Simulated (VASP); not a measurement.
```yaml
crystal:
  lattice:
    - [0.00000, 2.41917, 2.41917]
    - [2.41917, 0.00000, 2.41917]
    - [2.41917, 2.41917, 0.00000]
  atoms:
    - { symbol: Gd, position: [0.00000, 0.00000, 0.00000] }
    - { symbol: N, position: [0.50000, 0.50000, 0.50000] }
```

Method: PBE GGA with D4 dispersion, VASP's PBE PAW potentials (set 64) (plane waves; VASP). Numerical set-up: 520 eV cut-off, 13×13×13 Γ-centred mesh, first-order Methfessel-Paxton smearing of 0.10 eV, potentials Gd_3 N.

The 4f electrons are frozen in the core of the lanthanide potential, so 4f levels, which can set the real gap, and their magnetism are missing.

Problem. Give the stress tensor in GPa (positive for a compressed cell).

Solution. 
```
11.45   0.00   0.00
 0.00  11.45   0.00
 0.00   0.00  11.45
```
The pressure is its mean diagonal, 11.45 GPa.

The compound is GdN in the rock salt structure. This cell is one point of a volume scan, at 0.94 of the reference volume.
